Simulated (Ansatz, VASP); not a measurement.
One calculation of NiMoIrPdW, two programs

```xyz
5
Lattice="2.7791 0.0000 0.0000 -1.3895 2.4067 0.0000 0.0000 0.0000 11.4156" Properties=species:S:1:pos:R:3 pbc="T T T"
Ni    0.0000    0.0000    8.0956
Mo    1.3895    0.8022    3.3590
Pd    1.3895    0.8022   10.2628
Ir    0.0000    0.0000    1.2105
W     1.3895    0.8022    6.0413
```

Change from the starting cell: volume scaled by 1.02.

Alike in both runs: task single point; functional PBE; k mesh 11 × 11 × 3; occupations fermi-dirac, width 0.05 eV; collinear spin, ferromagnetic start.

```csv
,VASP,Ansatz
version,VASP 6.6.1,Ansatz 0.2.0
potentials or method,"VASP PAW PBE potentials, release 64 (Ni, Mo_sv, Pd, Ir, W_sv)",Ansatz PAW
plane-wave cutoff (eV),520,420
valence electrons in the cell,57,81
```

Ansatz gave:

| Property | Result |
| --- | --- |
| gap on the k mesh at the Fermi level (eV) | none |
| pressure (GPa) | -4.6 |
| largest component of the traceless stress (GPa) | 0.12 |
| rms of the force components (eV/Å) | 0.050 |
| net moment per atom (μB) | 0.00 |

Estimate VASP's values.

gap on the k mesh at the Fermi level (eV): none; pressure (GPa): -4.3; largest component of the traceless stress (GPa): 0.16; rms of the force components (eV/Å): 0.053; net moment per atom (μB): 0.00.

Atom by atom the forces differ by 0.011 eV/Å (rms over components). A gap of «none» marks a metal or a gap that the smearing closes. The two sets of potentials don't hold the same shells in valence.

Caveats: the starting moments weren't kept (Ansatz). The runs have no spin-orbit coupling, so splittings on Ir, W are missing.
